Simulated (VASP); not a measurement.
Given:

```yaml
crystal:
  lattice:
    - [0.00000, 2.62021, 2.62021]
    - [2.62021, 0.00000, 2.62021]
    - [2.62021, 2.62021, 0.00000]
  atoms:
    - { symbol: Mg, position: [0.00000, 0.00000, 0.00000] }
    - { symbol: S, position: [0.50000, 0.50000, 0.50000] }
```

Method: PBE GGA with D3 dispersion (zero damping), VASP's PBE PAW potentials (set 64) (plane waves; VASP 6.6.1). Settings: 520 eV cut-off, 9×9×9 Γ-centred mesh, Gaussian smearing of 0.050 eV, potentials Mg S.

Task: Give the stress tensor in GPa (positive for a compressed cell).

Result: 
```
-2.21   0.00   0.00
 0.00  -2.21   0.00
 0.00   0.00  -2.21
```
The pressure is its mean diagonal, -2.21 GPa.

The compound is MgS in the rock salt structure. This cell is one point of a volume scan, at 1.03 of the reference volume.
